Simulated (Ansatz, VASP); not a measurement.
# Cross-check of GaP (GaP (F-43m)) between VASP and Ansatz

Aim: how closely do two programs agree when they are given the same cell, functional and k mesh? The cell is taken from a series of runs on this material, whose earlier steps may have relaxed, scaled, displaced or heated it; both programs get it as it stands.

Calculated with Ansatz 0.2.0; plane waves, with VASP 6.6.1 beside it; single point at HSE06.

### Step 1. The starting structure

It takes space group F-43m (No. 216, cubic). Conventional cell: a = 5.505 Å, b = 5.505 Å, c = 5.505 Å, α = 90.00°, β = 90.00°, γ = 90.00°. Nearest to Ga lie 4 P at 2.38 Å. Nearest to P lie 4 Ga at 2.38 Å. Farther neighbours are not listed.

Structure file:

```cif
data_structure
_symmetry_space_group_name_H-M 'F-43m'
_symmetry_Int_Tables_number 216
_cell_length_a 5.5051
_cell_length_b 5.5051
_cell_length_c 5.5051
_cell_angle_alpha 90.000
_cell_angle_beta 90.000
_cell_angle_gamma 90.000
_cell_volume 166.84
loop_
_atom_site_label
_atom_site_type_symbol
_atom_site_symmetry_multiplicity
_atom_site_Wyckoff_symbol
_atom_site_fract_x
_atom_site_fract_y
_atom_site_fract_z
_atom_site_occupancy
Ga1 Ga 4 a 0.00000 0.00000 0.00000 1
P1 P 4 c 0.25000 0.75000 0.75000 1
```

### Step 2. VASP: single point, HSE06

A single point gives forces, pressure and levels at one fixed geometry, so differences don't come from the geometry; what else differs is listed under the comparison.

Lines of VASP's logs that name or quote its potential files are left out, and so is its time.

The run reads the wave functions of an earlier VASP run, which isn't shown here.

Input file INCAR:

```
SYSTEM = GaP
PREC = Accurate
ENCUT = 400
EDIFF = 1E-06
NELM = 100
ISMEAR = 0
SIGMA = 0.01
LREAL = .FALSE.
ALGO = Normal
LHFCALC = .TRUE.
AEXX = 0.25
GGA = PE
HFSCREEN = 0.208
LASPH = .TRUE.
NBANDS = 44
PRECFOCK = Fast
LORBIT = 11
LWAVE = .FALSE.
LCHARG = .FALSE.
ISIF = 2
```

Input file POSCAR:

```
GaP
1.0
    5.5051284841      0.0000000000      0.0000000000
    0.0000000000      0.0000000000     -5.5051284841
    0.0000000000      5.5051284841      0.0000000000
Ga P
4 4
Direct
    0.0000000000      0.0000000000      0.0000000000
    0.0000000000      0.5000000000      0.5000000000
    0.5000000000      0.0000000000      0.5000000000
    0.5000000000      0.5000000000      0.0000000000
    0.2500000000      0.2500000000      0.2500000000
    0.2500000000      0.7500000000      0.7500000000
    0.7500000000      0.2500000000      0.7500000000
    0.7500000000      0.7500000000      0.2500000000
```

Input file KPOINTS:

```
Automatic mesh
0
Gamma
2 2 2
0 0 0
```

Potentials, in the order of the species: Ga_d and P (PBE family, release 64).

The run is started by

```console
$ export OMP_NUM_THREADS=3
$ mpirun -np 1 vasp_std
```

Numbers of over 12 decimals in the logs are rounded to 6 here.

The program printed:

```text
[banner, memory and clock lines left out]
running    1 mpi-ranks, on    1 nodes
 distrk:  each k-point on    1 cores,    1 groups
 distr:  one band on    1 cores,    1 groups
 Offloading initialized ...    1 GPUs detected
 POSCAR found type information on POSCAR GaP
 POSCAR found :  2 types and       8 ions
 LDA part: xc-table for (Slater+PW92), standard interpolation
 found WAVECAR, reading the header
 POSCAR, INCAR and KPOINTS ok, starting setup
 FFT: planning ... GRIDC
 FFT: planning ... GRID_SOFT
 FFT: planning ... GRID
 reading WAVECAR
 the WAVECAR file was read successfully
 initial charge from wavefunction
 entering main loop
       N       E                     dE             d eps       ncg     rms          rms(c)
DAV:   1    -0.426367433748E+02   -0.42637E+02   -0.25604E+00   476   0.220E+01    0.180E+00
DAV:   2    -0.426334779483E+02    0.32654E-02   -0.36225E-01   456   0.544E+00    0.206E+00
DAV:   3    -0.426299159876E+02    0.35620E-02   -0.50766E-02   480   0.195E+00    0.179E+00
DAV:   4    -0.426290597344E+02    0.85625E-03   -0.53904E-03   436   0.543E-01    0.106E+00
DAV:   5    -0.426286455338E+02    0.41420E-03   -0.42851E-04   460   0.130E-01    0.616E-01
DAV:   6    -0.426285120769E+02    0.13346E-03   -0.10035E-04   408   0.582E-02    0.355E-01
DAV:   7    -0.426284655301E+02    0.46547E-04   -0.21382E-05   388   0.289E-02    0.202E-01
DAV:   8    -0.426284474968E+02    0.18033E-04   -0.61096E-06   324   0.154E-02    0.112E-01
DAV:   9    -0.426284410196E+02    0.64772E-05   -0.21679E-06   276   0.991E-03    0.617E-02
DAV:  10    -0.426284384349E+02    0.25846E-05   -0.89229E-07   188   0.781E-03    0.342E-02
DAV:  11    -0.426284374773E+02    0.95763E-06   -0.47014E-07   188   0.629E-03
   1 F= -.42628437E+02 E0= -.42628437E+02  d E =-.253492E-11
```

From OUTCAR (step 2):

```text
ion  position               nearest neighbor table
   1  0.000  0.000  0.000-   5 2.38   6 2.38   7 2.38   8 2.38
   2  0.000  0.500  0.500-   5 2.38   6 2.38   7 2.38   8 2.38
   3  0.500  0.000  0.500-   5 2.38   6 2.38   7 2.38   8 2.38
   4  0.500  0.500  0.000-   5 2.38   6 2.38   7 2.38   8 2.38
   5  0.250  0.250  0.250-   1 2.38   2 2.38   3 2.38   4 2.38
   6  0.250  0.750  0.750-   1 2.38   2 2.38   3 2.38   4 2.38
   7  0.750  0.250  0.750-   1 2.38   2 2.38   3 2.38   4 2.38
   8  0.750  0.750  0.250-   1 2.38   2 2.38   3 2.38   4 2.38

  LATTYP: Found a simple cubic cell.
 ALAT       =     5.5051284841

 Subroutine GETGRP returns: Found 24 space group operations
 (whereof 24 operations were pure point group operations)

The static configuration has the point symmetry T_d .

 Found      4 irreducible k-points:

   k-points           NKPTS =      4   k-points in BZ     NKDIM =      8   number of bands    NBANDS=     44

   dimension x,y,z NGX =    36 NGY =   36 NGZ =   36
   dimension x,y,z NGXF=    72 NGYF=   72 NGZF=   72

   ENCUT  =  400.0 eV  29.40 Ry    5.42 a.u.   8.98  8.98  8.98*2*pi/ulx,y,z

   NELECT =      72.0000    total number of electrons

 k-points in reciprocal lattice and weights: Automatic mesh
   0.00000000  0.00000000  0.00000000       0.125
   0.50000000  0.00000000  0.00000000       0.375
   0.50000000  0.50000000  0.00000000       0.375
   0.50000000  0.50000000  0.50000000       0.125

  exchange ACFDT corr.  =         0.00000000  see jH, gK, PRB 81, 115126

 average (electrostatic) potential at core
       1 -58.6493       2 -58.6494       3 -58.6494       4 -58.6494       5 -80.0647
       6 -80.0647       7 -80.0647       8 -80.0647

 E-fermi :   3.9769

 k-point     1 :       0.0000    0.0000    0.0000
  band No.  band energies     occupation
    ...
     32       1.1210      2.00000
     33       1.1210      2.00000
     34       3.9316      2.00000
     35       3.9316      2.00000
     36       3.9316      2.00000
     37       6.2996      0.00000
     38       6.2996      0.00000
     39       6.2996      0.00000
     40       6.5050      0.00000
     41       6.5455      0.00000
    ...

 k-point     2 :       0.5000    0.0000    0.0000
  band No.  band energies     occupation
    ...
     32       0.4014      2.00000
     33       2.1937      2.00000
     34       2.1937      2.00000
     35       2.1937      2.00000
     36       2.1937      2.00000
     37       6.9163      0.00000
     38       6.9163      0.00000
     39       8.4774      0.00000
     40       8.4774      0.00000
     41       9.4417      0.00000
    ...

 k-point     3 :       0.5000    0.5000    0.0000
  band No.  band energies     occupation
    ...
     32       0.4239      2.00000
     33       2.6848      2.00000
     34       2.6848      2.00000
     35       2.6848      2.00000
     36       2.6848      2.00000
     37       7.9437      0.00000
     38       7.9437      0.00000
     39       7.9437      0.00000
     40       7.9437      0.00000
     41      10.5850      0.00000
    ...

  Total       -1.9469852     -1.9469852     -1.9469852      0.0000000      0.0000000      0.0000000
  in kB      -18.6969534    -18.6969534    -18.6969534      0.0000000      0.0000000      0.0000000
  external PRESSURE =     -18.6969534 kB  Pullay stress =       0.0000000 kB

  energy-cutoff  :      400.00
  volume of cell :      166.84
      direct lattice vectors                 reciprocal lattice vectors
     5.505128484  0.000000000  0.000000000     0.181648803 -0.000000000  0.000000000
     0.000000000  0.000000000 -5.505128484     0.000000000  0.000000000 -0.181648803
     0.000000000  5.505128484  0.000000000    -0.000000000  0.181648803  0.000000000

 POSITION                                       TOTAL-FORCE (eV/Angst)
 -----------------------------------------------------------------------------------
      0.00000      0.00000      0.00000        -0.000000     -0.000000      0.000000
      0.00000      2.75256     -2.75256         0.000000     -0.000000     -0.000000
      2.75256      2.75256      0.00000        -0.000000      0.000000      0.000000
      2.75256      0.00000     -2.75256        -0.000000      0.000000     -0.000000
      1.37628      1.37628     -1.37628         0.000000      0.000000     -0.000000
      1.37628      4.12885     -4.12885        -0.000000     -0.000000      0.000000
      4.12885      4.12885     -1.37628        -0.000000      0.000000     -0.000000
      4.12885      1.37628     -4.12885         0.000000      0.000000     -0.000000
 -----------------------------------------------------------------------------------
    total drift:                               -0.000087     -0.000064     -0.000045

  FREE ENERGIE OF THE ION-ELECTRON SYSTEM (eV)
  ---------------------------------------------------
  free  energy   TOTEN  =       -42.6284374773 eV

  energy  without entropy=      -42.6284374773  energy(sigma->0) =      -42.62843748

 total charge
# of ion       s       p       d       tot
------------------------------------------
    1        0.809   0.826  10.024  11.660
    2        0.809   0.826  10.024  11.660
    3        0.809   0.826  10.024  11.660
    4        0.809   0.826  10.024  11.660
    5        1.004   1.548   0.000   2.552
    6        1.004   1.548   0.000   2.552
    7        1.004   1.548   0.000   2.552
    8        1.004   1.548   0.000   2.552
--------------------------------------------------
tot          7.255   9.496  40.098  56.849

[... 1 further part left out ...]
```

The run ends at a pressure of -1.87 GPa.

### Step 3. Ansatz: single point, HSE06

Ansatz runs on its default PAW (the set named soft_2) files.

The same cell, functional and mesh now go to Ansatz.

Input file input.yaml:

```yaml
crystal:
  lattice:
    - [5.5051284841, 0.0, 0.0]
    - [0.0, 0.0, -5.5051284841]
    - [0.0, 5.5051284841, 0.0]
  atoms:
    - { symbol: Ga, position: [0.0, 0.0, 0.0] }
    - { symbol: Ga, position: [0.0, 0.5000000001, 0.5000000001] }
    - { symbol: Ga, position: [0.5000000001, 0.0, 0.5000000001] }
    - { symbol: Ga, position: [0.5000000001, 0.5000000001, 0.0] }
    - { symbol: P, position: [0.25, 0.25, 0.25] }
    - { symbol: P, position: [0.25, 0.7500000001, 0.7500000001] }
    - { symbol: P, position: [0.7500000001, 0.25, 0.7500000001] }
    - { symbol: P, position: [0.7500000001, 0.7500000001, 0.25] }
basis:
  ecutwfc: 420.0
  ecutrho_ratio: 4
  xc_grid: 2
  precision: f64
hamiltonian:
  xc: hse06
  pseudopotentials: { kind: paw }
scf:
  max_iter: 120
  occupations: { method: fixed }
kpoints:
  mp_grid: { grid: [2, 2, 2] }
  band_path: { path: [VBM, CBM], npoints: 1 }
checkpoint:
  write: "../edges.run"
  compress: false
  write_wavefunctions: true
  write_every: 100000
```

The run is started by

```console
$ ansatz run input.yaml --threads 32 --pin off --max-ram 131891MiB --backend cpu --events-out ev --progress --plain --runs-dir out
```

The program printed:

```text
exact exchange: scf.exx.singularity resolves to wigner_seitz, which cuts the screened interaction at the faces of the exchange supercell's Wigner-Seitz cell, so that each pair interacts once, at the shortest of its separations (the periodic images that this leaves out come, for a point-like exchange hole, to about 0.002 eV on a filled level). The cut falls within the interaction's reach, and what an exchange supercel
Engine: ansatz 0.2.0, aarch64-unknown-linux-gnu
Pseudopotentials: kind: paw
Pseudopotential: Ga, paw, valence charge 13, recommended cutoff 420 eV (normal), Ga.paw.azcp
Pseudopotential: P, paw, valence charge 5, recommended cutoff 420 eV (normal), P.paw.azcp
Functional definition: HSE06
  parameter a = 0.25
  parameter omega = 0.11/bohr
  exchange = pbe_x - a*pbe_x_sr(omega) + a*exact_x_sr(omega)
  correlation = pbe_c
davidson cushion auto → on  (no smearing: the cushion is to keep the highest requested band from converging to the state above it; pin scf.eigensolver.cushion to override)
Crystal: 8 atoms, lattice volume = 166.841 Å³
Basis set: ecut = 420 eV, 3239 PW (Γ), exchange–correlation on 80×80×80 points (8 copies of the dense FFT grid, shifted against one another)
Bands: 44, of which v1, the nominal top of the filled ones, is band 36 counted from 1 (35 counted from 0)
Symmetry: 96 space group operations
Space group: F-43m (ITA 216), of the structure as read, at distance tolerance 5.5e-5 Å
k-points: 4 of 8
Non-local potential: Ga, projectors of the file, l = 0: 2, l = 1: 2, l = 2: 3, l = 3: 1
Non-local potential: P, projectors of the file, l = 0: 2, l = 1: 2, l = 2: 2
PAW form: soft (Blöchl's): semilocal exchange-correlation on the pseudo side does not see the compensation charge
PAW frozen core: Ga, regenerated for the run's functional, and the local potential with it (the file was generated under x = pbe(κ = 0.804, μ = 0.219515), c = pbe(β = 0.066725))
PAW frozen core: P, regenerated for the run's functional, and the local potential with it (the file was generated under x = pbe(κ = 0.804, μ = 0.219515), c = pbe(β = 0.066725))
PAW one-centre angular grid: Ga, 590 points (default); XC on 64 Gauss nodes
PAW one-centre angular grid: P, 110 points (default); XC on 64 Gauss nodes
Initial density: superposition of atomic densities (neutral atoms: chi_scale 0, normalization atom), corrected by the library's trained network
Initial wavefunctions: pseudopotential atomic-orbital guess
Functional: x = pbe(κ = 0.804, μ = 0.219515), c = pbe(β = 0.066725), warm-up for x = pbe(κ = 0.804, μ = 0.219515) + 0.25 (exact − pbe) at short range (hse, ω = 0.207870 Å⁻¹), c = pbe(β = 0.066725); HSE06 as pw.x's `hse` composes it (authors' and Libxc's form: `xc: wpbeh`)
SCF iter   1: F=—  HF=-18157.618216 eV  |Δ(HF+E_count)|=         —  Δρ=1.38e-3  dr2=1.87e-3  Hψ=778
preconditioner: auto → none  [insulator: Δε(μ)=1.570 eV  Ē_g=13.976 eV  n_scr=32 (ndim 8)  ℏωp=24.4 eV  f_vac=0.015]
SCF iter   2: F=-18157.620811 eV  HF=-18157.620646 eV  |Δ(HF+E_count)|=   2.43e-3  Δρ=5.52e-4  dr2=2.03e-4  Hψ=720
SCF 1 stopped early in 2 iterations: F = -18157.620811 eV  dr2 = 2.03e-4
  greatest PAW one-centre occupation: 0.994 electrons in one spin orbital (limit 2), on the Ga atom at site 3 (counted from 0), in its partial waves of l = 2
Initial density: handed on by an earlier stage of this run
Initial wavefunctions: those handed on with the density
Functional: x = pbe(κ = 0.804, μ = 0.219515) + 0.25 (exact − pbe) at short range (hse, ω = 0.207870 Å⁻¹), c = pbe(β = 0.066725); HSE06 as pw.x's `hse` composes it (authors' and Libxc's form: `xc: wpbeh`)
Exchange kernel: α = 0.2500, screened, ω = 0.2079 Å⁻¹, Wigner–Seitz truncation, v(0) = 948.5015 eV·Å³, q-mesh 2×2×2, nearest image of the exchange supercell L = 11.01 Å, pair-density grid 24×24×24, without the augmentation charges, whose exchange is taken in its separable form by FFT convolution over the k-point mesh (sized by the pseudopotential files, 40×40×40 at the most), smooth part of the exact exchange by dens
Frozen-core exchange: fock
SCF iter   1: F=—  HF=-18161.921565 eV  |Δ(HF+E_count)|=         —  Δρ=1.31e-2  dr2=1.13e-1  Hψ=932
preconditioner: auto → none  [insulator: Δε(μ)=2.340 eV  Ē_g=16.702 eV  n_scr=32 (ndim 8)  ℏωp=24.4 eV  f_vac=0.015]
SCF iter   2: F=—  HF=-18161.866285 eV  |Δ(HF+E_count)|=   5.53e-2  Δρ=2.77e-3  dr2=1.05e-2  Hψ=743
SCF iter   3: F=—  HF=-18161.894482 eV  |Δ(HF+E_count)|=   2.82e-2  Δρ=3.27e-3  dr2=6.48e-3  Hψ=701
SCF iter   4: F=—  HF=-18161.893718 eV  |Δ(HF+E_count)|=   7.63e-4  Δρ=1.16e-3  dr2=1.11e-3  Hψ=471
iter 5 solved again at ethr=1.98e-8 eV; its pass at ethr=1.01e-6 eV (dr2=1.42e-5 eV) is discarded
SCF iter   5: F=—  HF=-18161.893738 eV  |Δ(HF+E_count)|=   1.99e-5  Δρ=9.91e-5  dr2=5.82e-5  Hψ=904
eigensolver tolerance schedule: the retry pair's looser diagonalisation over-reported the residual by 0.13 of it (diagonalisation noise at 0.13 of the residual, at the tolerance the schedule requests for it); recorded, not acted on — ethr = c·dr2/N_el stays at c = 1.0e-1
SCF iter   6: F=—  HF=-18161.894564 eV  |Δ(HF+E_count)|=   8.26e-4  Δρ=2.22e-4  dr2=3.78e-5  Hψ=745
SCF iter   7: F=-18161.894532 eV  HF=-18161.894532 eV  |Δ(HF+E_count)|=   3.21e-5  Δρ=1.25e-5  dr2=4.04e-7  Hψ=648
SCF 2 stopped early in 7 iterations: F = -18161.894532 eV  dr2 = 4.04e-7
  greatest PAW one-centre occupation: 0.995 electrons in one spin orbital (limit 2), on the Ga atom at site 3 (counted from 0), in its partial waves of l = 2
hybrid outer 1: dexx = +3.422e-2 eV, tail = 9.53e-5 eV
Exchange kernel: α = 0.2500, screened, ω = 0.2079 Å⁻¹, Wigner–Seitz truncation, v(0) = 948.5015 eV·Å³, q-mesh 2×2×2, nearest image of the exchange supercell L = 11.01 Å, pair-density grid 24×24×24, without the augmentation charges, whose exchange is taken in its separable form by FFT convolution over the k-point mesh (sized by the pseudopotential files, 40×40×40 at the most), smooth part of the exact exchange by dens
Frozen-core exchange: fock
SCF iter   1: F=—  HF=-18161.893833 eV  |Δ(HF+E_count)|=         —  Δρ=5.52e-5  dr2=8.58e-6  Hψ=427
preconditioner: auto → none  [insulator: Δε(μ)=2.358 eV  Ē_g=16.517 eV  n_scr=32 (ndim 8)  ℏωp=24.4 eV  f_vac=0.015]
iter 2 solved again at ethr=3.74e-10 eV; its pass at ethr=1.09e-8 eV (dr2=2.69e-7 eV) is discarded
SCF iter   2: F=—  HF=-18161.893832 eV  |Δ(HF+E_count)|=   9.20e-7  Δρ=1.66e-5  dr2=7.67e-7  Hψ=1004
SCF iter   3: F=—  HF=-18161.893836 eV  |Δ(HF+E_count)|=   3.60e-6  Δρ=1.28e-5  dr2=3.93e-7  Hψ=616
SCF iter   4: F=—  HF=-18161.893836 eV  |Δ(HF+E_count)|=   9.34e-8  Δρ=2.32e-6  dr2=2.71e-8  Hψ=476
SCF iter   5: F=-18161.893836 eV  HF=-18161.893836 eV  |Δ(HF+E_count)|=   3.20e-8  Δρ=3.97e-7  dr2=2.19e-8  Hψ=653
SCF 3 converged in 5 iterations: F = -18161.893836 eV  dr2 = 2.19e-8
hybrid outer 2: dexx = +3.946e-6 eV, tail = 9.87e-8 eV, Δε = 2.60e-3 eV (about 8.91e-5 eV left of the loop's levels)
NSCF: frozen V_eff on 20 k-points
NSCF: frozen V_eff on 20 k-points
[...]
hybrid SCF converged: 2 outer / 12 inner (+2 warm-up), last move |dexx| = 3.95e-6 eV, tail = 9.87e-8 eV
Stability not checked: this state was not tested for a lower state beside it, because the functional holds exact exchange (a hybrid, or Hartree-Fock), whose exchange loop this test does not read (fock_operator; see scf.lower_state_search)
Free energy (F): -18161.893835 eV
Frozen-core exchange: fock
Harris-Foulkes:  -18161.893835 eV  (|F-HF|=1.42e-10)
Internal energy: -18161.893835 eV  (E = F + TS)
E sigma→0 (E₀):  -18161.893835 eV
Fermi energy:    6.300452 eV
--- Per-component energies (eV) ---
  E_band       = -403.184832
  E_kinetic    = 739.296485
  E_local      = -8898.027219  (includes V_loc(G=0)·N_el)
  E_nonlocal   = 1840.816878
  E_hartree    = 4122.481056
  E_xc         = -421.155609
  E_vxc        = -381.494432  (∫ρ·V_xc dr)
  E_exx        = -224.921182  (= α·E_x^exact, valence–valence)
  E_paw        = -10122.053036  (= ΣΔE_a)
  E_vpaw       = -1498.896006  (= ΣTr[D̂ρ^β])
  E_aug_tail   = -0.000356  (compensation charges beyond the density's cutoff)
  E_ewald      = -5198.477229
  E_core_change = 0.146376  (= ΣΔE_core)
  E_smearing   = -0.000000  (= −TS)
  E_closure    = -0.000000  (closes the sum)
  Σ components = -18161.893835   (vs F -18161.893835, Δ=0.00e0)
--- Band table (eV) ---
  k-point 0: bands = ["-10.8786", "-10.8786", "-10.8786", "-10.7976", "-10.7976", "-10.7976", "-10.7443", "-10.7443", "-10.7443", "-10.7443", "-10.7443", "-10.7443", "-10.7316", "-10.7316", "-10.7316"
  k-point 1: bands = ["-10.8611", "-10.8611", "-10.8413", "-10.8413", "-10.7715", "-10.7715", "-10.7715", "-10.7715", "-10.7660", "-10.7660", "-10.7469", "-10.7469", "-10.7176", "-10.7176", "-10.7169"
  k-point 2: bands = ["-10.8436", "-10.8436", "-10.8436", "-10.8436", "-10.7727", "-10.7727", "-10.7727", "-10.7727", "-10.7702", "-10.7702", "-10.7702", "-10.7702", "-10.7060", "-10.7060", "-10.7060"
  k-point 3: bands = ["-10.8458", "-10.8458", "-10.8458", "-10.8458", "-10.7762", "-10.7762", "-10.7762", "-10.7762", "-10.7762", "-10.7762", "-10.7762", "-10.7762", "-10.7000", "-10.7000", "-10.7000"
  guard bands above this table: 4 of the run's 44 bands. The solve was not asked for them (output.publish_guard_bands: true or output.eigenvalues: true publishes all)
```

### Step 4. Side by side

Known differences besides the potentials themselves: exact exchange at q = 0 is treated differently, which shows on coarse meshes; VASP keeps PBE cores, Ansatz makes them for the functional; fixed occupations in Ansatz, narrow Gaussian smearing in VASP; the cutoff is 420 eV in Ansatz and 400 eV in VASP; VASP takes a coarser grid for exact exchange (PRECFOCK = Fast). Total energies have different zeros and are not compared.

Compared:

```
              quantity  Ansatz   VASP  difference
gap on the k mesh (eV)   2.359  2.368      -0.009
```

A gap on the mesh is an upper bound, since the band edges may lie between its points.

### Step 5. Outcome

| Property | Result |
| --- | --- |
| difference in gap on the k mesh (single point, HSE06) | -0.0092 eV |

**Reading.** The difference in gap on the k mesh is -0.0092 eV (single point, HSE06), within the 0.08 eV picked in this series as the mark of a large difference. How closely two codes agree says nothing of how well the functional describes the real material.

[Lines on the potential files, build, host, timing and source positions are cut from VASP's logs without a mark.]

[Logs are printed without paths, hosts, clocks, repeated set-up lines and the standing remarks that a program may print on its own settings, such as how far it seeks lower states.]

[Hosts, paths, dates, database ids (printed as entryN), source tags and the programs' standing remarks are cut or masked in the printed files.]
